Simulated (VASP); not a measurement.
Crystal: ZrTi7N8.

```xyz
16
Lattice="-4.2832 -4.2832 0.0000 0.0000 -4.2832 4.2832 -4.2832 0.0000 4.2832" Properties=species:S:1:pos:R:3 pbc="T T T"
Zr   -2.1416   -2.1416    0.0000
Ti    0.0000    0.0000    0.0000
Ti   -2.1416   -4.2832    2.1416
Ti    0.0000   -2.1416    2.1416
Ti   -4.2832   -2.1416    2.1416
Ti   -2.1416    0.0000    2.1416
Ti   -4.2832   -4.2832    4.2832
Ti   -2.1416   -2.1416    4.2832
N    -4.2832   -4.2832    2.1416
N    -2.1416   -2.1416    2.1416
N    -4.2832   -6.4249    4.2832
N    -2.1416   -4.2832    4.2832
N    -6.4249   -4.2832    4.2832
N    -4.2832   -2.1416    4.2832
N    -6.4249   -6.4249    6.4249
N    -4.2832   -4.2832    6.4249
```

The cell was built by a generator and needn't be a form met in nature.

| Property | Result |
| --- | --- |
| Program | VASP 6.6.1 |
| Task | relaxation of cell and atoms |
| Functional | PBE |
| Potentials or basis | VASP PAW PBE potentials, release 64 (Zr_sv, Ti_sv, N) |
| Cutoff | 600 eV |
| k mesh | 8 × 8 × 8 |
| Occupations | methfessel-paxton, width 0.1 eV |
| Spin | no spin polarisation |

At the start: pressure 4.2 GPa; volume 9.82 Å³/atom.

Question: How do energy, volume and symmetry change on relaxing?

Answer: Over 5 steps the energy falls by 12.6 meV/atom and the volume is 9.94 Å³/atom (+1.2 %); space group Fm-3m (No. 225, to 0.05 Å).

Step by step:
```tsv
step	energy change (eV)	largest force (eV/Å)	pressure (GPa)	volume (Å³)
1	0.0000	1.1754	4.17	157.16
2	-0.1166	0.1386	-6.49	163.05
3	-0.1708	0.3047	-2.89	160.87
4	-0.1938	0.1620	1.58	158.04
5	-0.2024	0.0022	0.01	159.00
```

Final structure:
```xyz
16
Lattice="-4.2999 -4.2999 0.0000 0.0000 -4.2999 4.2999 -4.2999 0.0000 4.2999" Properties=species:S:1:pos:R:3 pbc="T T T"
Zr   -2.1499   -2.1499    0.0000
Ti    0.0000    0.0000    0.0000
Ti   -2.1499   -4.2999    2.1499
Ti    0.0000   -2.1499    2.1499
Ti   -4.2999   -2.1499    2.1499
Ti   -2.1499    0.0000    2.1499
Ti   -4.2999   -4.2999    4.2999
Ti   -2.1499   -2.1499    4.2999
N    -4.2999   -4.2999    2.1499
N    -2.1499   -2.1499    2.2018
N    -4.3517   -6.4498    4.2999
N    -2.1499   -4.2480    4.2999
N    -6.4498   -4.3517    4.2999
N    -4.2480   -2.1499    4.2999
N    -6.4498   -6.4498    6.3980
N    -4.2999   -4.2999    6.4498
```
